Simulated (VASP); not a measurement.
Level of theory: LDA (Ceperley-Alder, Perdew-Zunger), VASP's LDA PAW potentials (set 64) (plane waves; VASP).

A VASP calculation is set up with these files.

**INCAR**
```
LORBIT = 11
ISMEAR = 0   ! Gaussian
SYSTEM = C
SIGMA = 0.05   ! width (eV)
LWAVE = .FALSE.
LASPH = .TRUE.
PREC = Accurate
NELM = 100   ! most electronic steps
EDIFF = 1E-7
LREAL = .FALSE.   ! projection in real space or not
LCHARG = .FALSE.
ENCUT = 520
ICHARG = 11   ! fixed density
ALGO = Normal
```

### POSCAR
```
C
3.5358360
  0.0000000000   0.5000000115   0.5000000115
  0.5000000115   0.0000000000   0.5000000115
  0.5000000115   0.5000000115   0.0000000000
C
2
direct
  0.0000000000   0.0000000000   0.0000000000
  0.2500000000   0.2500000000   0.2500000000
```

File KPOINTS:
```
k-points along high-symmetry lines
15
Line-mode
Reciprocal
  0.000000   0.000000   0.000000 ! GAMMA
  0.500000   0.000000   0.500000 ! X

  0.500000   0.000000   0.500000 ! X
  0.625000   0.250000   0.625000 ! U

  0.375000   0.375000   0.750000 ! K
  0.000000   0.000000   0.000000 ! GAMMA

  0.000000   0.000000   0.000000 ! GAMMA
  0.500000   0.500000   0.500000 ! L

  0.500000   0.500000   0.500000 ! L
  0.500000   0.250000   0.750000 ! W

  0.500000   0.250000   0.750000 ! W
  0.500000   0.000000   0.500000 ! X
```

POTCAR, in this order: C (LDA.64 set). Program: vasp_std. Read from the step before: CHGCAR.

The run wrote:

OUTCAR:
```
 ion  position               nearest neighbor table
   1  0.000  0.000  0.000-   2 1.53   2 1.53   2 1.53   2 1.53
   2  0.250  0.250  0.250-   1 1.53   1 1.53   1 1.53   1 1.53
  LATTYP: Found a face centered cubic cell.
 ALAT       =     3.5358360814
 Subroutine PRICEL returns:
 Original cell was already a primitive cell.
 Subroutine GETGRP returns: Found 48 space group operations
The static configuration has the point symmetry T_d .
 The point group associated with its full space group is O_h .
The dynamic configuration has the point symmetry T_d .
 Subroutine INISYM returns: Found 48 space group operations
   k-points           NKPTS =     90   k-points in BZ     NKDIM =     90   number of bands    NBANDS=      8
   number of dos      NEDOS =    301   number of ions     NIONS =      2
   total plane-waves  NPLWV =   8000
   dimension x,y,z NGX =    20 NGY =   20 NGZ =   20
   dimension x,y,z NGXF=    40 NGYF=   40 NGZF=   40
   ions per type =               2
   PREC   = accura    normal or accurate (medium, high low for compatibility)
   ISTART =      0    job   : 0-new  1-cont  2-samecut
   ICHARG =     11    charge: 1-file 2-atom 10-const
   ISPIN  =      1    spin polarized calculation?
   LNONCOLLINEAR =      F non collinear calculations
   LSORBIT =      F    spin-orbit coupling
   INIWAV =      1    electr: 0-lowe 1-rand  2-diag
...
```

**OSZICAR**
```
       N       E                     dE             d eps       ncg     rms          rms(c)
DAV:   1     0.700858886486E+00    0.70086E+00   -0.50935E+03  1480   0.979E+02
DAV:   2    -0.174910818964E+02   -0.18192E+02   -0.16503E+02  2264   0.106E+02
DAV:   3    -0.176078430931E+02   -0.11676E+00   -0.11676E+00  1560   0.113E+01
DAV:   4    -0.176080156566E+02   -0.17256E-03   -0.17256E-03  2120   0.433E-01
DAV:   5    -0.176080157361E+02   -0.79523E-07   -0.79523E-07  1552   0.622E-03
DAV:   6    -0.176080157363E+02   -0.19338E-09   -0.19343E-09  2072   0.240E-04
   1 F= -.17608016E+02 E0= -.17608016E+02  d E =-.430058E-13
```

File OUTCAR:
```
 val. band max:       10.1095018807   @ k =   0.0000   0.0000   0.0000

 cond. band min:      14.2710946402   @ k =   0.3571   0.0000   0.3571



 k-point     1 :       0.0000    0.0000    0.0000
  band No.  band energies     occupation
      1     -11.5602      2.00000
      2      10.1095      2.00000
      3      10.1095      2.00000
      4      10.1095      2.00000
      5      15.7256      0.00000
      6      15.7256      0.00000
      7      15.7256      0.00000
      8      24.2672      0.00000

 k-point     2 :       0.0357    0.0000    0.0357
  band No.  band energies     occupation
      1     -11.5121      2.00000
      2       9.9073      2.00000
      3       9.9073      2.00000
      4       9.9979      2.00000
      5      15.6887      0.00000
      6      15.9690      0.00000
      7      15.9690      0.00000
      8      24.2914      0.00000

 k-point     3 :       0.0714    0.0000    0.0714
  band No.  band energies     occupation
      1     -11.3685      2.00000
      2       9.3876      2.00000
      3       9.3876      2.00000
      4       9.6717      2.00000
      5      15.5822      0.00000
      6      16.6104      0.00000
      7      16.6104      0.00000
      8      24.3173      0.00000

 k-point     4 :       0.1071    0.0000    0.1071
  band No.  band energies     occupation
      1     -11.1294      2.00000
      2       8.7034      2.00000
      3       8.7034      2.00000
      4       9.1530      2.00000
      5      15.4195      0.00000
      6      17.4952      0.00000
      7      17.4952      0.00000
      8      24.2045      0.00000

 k-point     5 :       0.1429    0.0000    0.1429
  band No.  band energies     occupation
      1     -10.7956      2.00000
      2       7.9627      2.00000
      3       7.9627      2.00000
      4       8.4693      2.00000
      5      15.2194      0.00000
      6      18.5128      0.00000
      7      18.5128      0.00000
      8      23.7512      0.00000
...
```

The density is held fixed in this step, so its total energy and stress have no physical meaning.

The compound is C in the diamond structure. It was relaxed first.
